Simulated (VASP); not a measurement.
An input for Quantum ESPRESSO's pw.x (written as the equivalent of a VASP run, and not itself run):

```
&CONTROL
  calculation = 'vc-relax'
  pseudo_dir = './pseudo'
  outdir = './out'
  tprnfor = .true.
  tstress = .true.
  nstep = 30
  forc_conv_thr = 0.00039
/
&SYSTEM
  ibrav = 0
  nat = 2
  ntyp = 1
  ecutwfc = 80
  occupations = 'smearing'
  smearing = 'gaussian'
  degauss = 0.003675
  input_dft = 'pbesol'
/
&ELECTRONS
  conv_thr = 7.3e-09
  electron_maxstep = 100
/
&IONS
/
&CELL
  cell_dofree = 'shape'
/
ATOMIC_SPECIES
  Sb 121.760 Sb.upf
CELL_PARAMETERS angstrom
     3.9688690   -2.2079739   -0.0284006
     3.9688690    2.2079739   -0.0284006
     2.7664996    0.0000000    3.6019931
ATOMIC_POSITIONS crystal
  Sb   0.2355120  0.2355120  0.2355120
  Sb   0.7644880  0.7644880  0.7644880
K_POINTS automatic
  8 8 8 0 0 0
```

Question: Write the VASP files for the same calculation (PBEsol).

Answer: This is not unique; one that fits is 
POSCAR:
```
Sb
1.0
  3.9688689559  -2.2079738886  -0.0284005988
  3.9688689559   2.2079738886  -0.0284005988
  2.7664996187   0.0000000000   3.6019931090
Sb
2
Direct
  0.2355119928   0.2355119928   0.2355119928
  0.7644880072   0.7644880072   0.7644880072
```

File KPOINTS:
```
Automatic
0
gamma
  8 8 8
0 0 0
```

INCAR:
```
ISIF = 4
ENCUT = 520
GGA = PS
NSW = 30
PREC = Accurate
EDIFF = 1E-7   # SCF stop (eV)
ALGO = Normal
LREAL = F
SIGMA = 0.05   # width (eV)
IBRION = 2
NELM = 100   # most electronic steps
LMAXMIX = 4   # l cut-off of mixed one-centre charges
LWAVE = F
LCHARG = F
SYSTEM = Sb
ISMEAR = 0
EDIFFG = -0.01   # ionic stop
LASPH = T
```

POTCAR, in this order: Sb (PBE.64 set). Program: vasp_std.

The two are equivalent in intent, not identical: the potentials are each code's own (VASP's PAW set, PseudoDojo norm-conserving files in pw.x), so ENCUT and ecutwfc are chosen apart and not converted; conv_thr bounds pw.x's estimated SCF error, while EDIFF bounds the energy change between steps; forc_conv_thr acts on force components and is met together with etot_conv_thr.

The compound is Sb in the a7 structure. This cell is one point of a volume scan, at 1.06 of the reference volume. Symmetry was kept, so distortions that lower it aren't found.
